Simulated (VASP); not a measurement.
OSZICAR of a VASP run on Cu (relaxed from the bcc structure, space group Im-3m):

**OSZICAR**
```
       N       E                     dE             d eps       ncg     rms          rms(c)
DAV:   1     0.299311931199E+02    0.29931E+02   -0.48793E+03  4794   0.170E+03
DAV:   2    -0.502010946398E+01   -0.34951E+02   -0.33091E+02  4640   0.182E+02
DAV:   3    -0.535443672129E+01   -0.33433E+00   -0.33376E+00  5242   0.252E+01
DAV:   4    -0.535664025216E+01   -0.22035E-02   -0.22033E-02  5419   0.192E+00
DAV:   5    -0.535666686083E+01   -0.26609E-04   -0.26609E-04  5188   0.173E-01    0.829E+00
DAV:   6    -0.467780039676E+01    0.67887E+00   -0.18931E+01  4825   0.102E+02    0.402E+00
DAV:   7    -0.428631183709E+01    0.39149E+00   -0.28353E+00  4875   0.389E+01    0.634E-01
DAV:   8    -0.427215626049E+01    0.14156E-01   -0.59157E-03  6305   0.103E+00    0.251E-01
DAV:   9    -0.427100540067E+01    0.11509E-02   -0.71719E-03  5079   0.177E+00    0.239E-02
DAV:  10    -0.427101026270E+01   -0.48620E-05   -0.31272E-05  6661   0.118E-01    0.684E-03
DAV:  11    -0.427101063563E+01   -0.37294E-06   -0.90422E-07  5002   0.226E-02    0.264E-04
DAV:  12    -0.427101063017E+01    0.54604E-08   -0.77405E-09  2698   0.141E-03
   1 F= -.42710106E+01 E0= -.42710106E+01  d E =0.000000E+00
```

Which electronic solver shows in the log?

It is blocked Davidson (ALGO = Normal, or the opening steps of other solvers). The INCAR had ALGO = Normal.

Can the final energy be trusted as converged?

The run converged. It stopped with EDIFF = 1E-7, NELM = 100 (PBEsol GGA, plane waves, VASP's PBE PAW potentials (set 64)).

The structure was generated: Cu was put into the bcc type (Im-3m), which need not be its known phase. It was relaxed first.
